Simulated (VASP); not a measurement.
Input:

```yaml
crystal:
  lattice:
    - [0.00000, 1.76635, 1.76635]
    - [1.76635, 0.00000, 1.76635]
    - [1.76635, 1.76635, 0.00000]
  atoms:
    - { symbol: B, position: [0.00000, 0.00000, 0.00000] }
    - { symbol: N, position: [0.25000, 0.25000, 0.25000] }
```

Method: SCAN meta-GGA, VASP's PBE PAW potentials (set 64) (plane waves; VASP). Numerical set-up: 520 eV cut-off, 12×12×12 Γ-centred mesh, Gaussian smearing of 0.050 eV, potentials B N.

Give the stress tensor in GPa (positive for a compressed cell).

```
27.45   0.00   0.00
 0.00  27.45   0.00
 0.00   0.00  27.45
```
The pressure is its mean diagonal, 27.45 GPa.

The compound is BN in the zinc blende structure. This cell is one point of a volume scan, at 0.94 of the reference volume.
